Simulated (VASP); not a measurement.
Energy against volume of Dy (hcp). Calculation: vdW-DF-cx, VASP's PBE PAW potentials (set 64) (plane waves; VASP). Numerical set-up: 520 eV cut-off, 12×12×7 Γ-centred mesh, first-order Methfessel-Paxton smearing of 0.10 eV, potentials Dy_3.

The 4f electrons are frozen in the core of the lanthanide potential, so 4f levels, which can set the real gap, and their magnetism are missing.

Shape and ions are relaxed at each volume.

| V (Å³/atom) | E (eV/atom) |
|---|---|
| 28.342 | -2.18029 |
| 29.246 | -2.19099 |
| 30.151 | -2.19392 |
| 31.055 | -2.18954 |

### Question
Fit these four points and predict the energy of the run at 31.960 Å³/atom.

### Answer
A cubic in V^(−2/3), the third-order Birch-Murnaghan form, passes through the four points with V0 = 30.05 Å³/atom and B0 = 43 GPa, and gives -2.1783 eV/atom there. The run gave -2.1787 eV/atom, -0.4 meV/atom from the fit; all five points give B0 = 43 GPa.

The compound is Dy in the hcp structure. It was relaxed first.
